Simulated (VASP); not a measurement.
Given:

```
KTaO3
1.0
    3.95856     0.00000     0.00000
    0.00000     3.95856     0.00000
    0.00000     0.00000     3.95856
K Ta O
1 1 3
Cartesian
  0.00000   0.00000   0.00000
  1.97928   1.97928   1.97928
  1.97928   0.00000   1.97928
  0.00000   1.97928   1.97928
  1.97928   1.97928   0.00000
```

Level of theory: LDA (Ceperley-Alder, Perdew-Zunger), VASP's LDA PAW potentials (set 64) (plane waves; VASP 6.6.1). Run with 620 eV cut-off, 6×6×6 Γ-centred mesh, Gaussian smearing of 0.050 eV, potentials K_sv Ta_pv O.

Unless said otherwise, spin-orbit coupling is left out, though it shifts the bands of the heavy elements here.

Q: Predict the energy per atom (σ→0), band gap (on the k-mesh) with the smallest direct gap where there is one.

A: 
```yaml
band gap (on the k-mesh): 2.07 eV
smallest direct gap (on the k-mesh): 2.68 eV
energy per atom (σ→0): -9.014 eV/atom
```

The absolute energy has meaning only against runs of the same code, potentials and settings.

The compound is KTaO3 in the cubic perovskite structure. It was relaxed first.
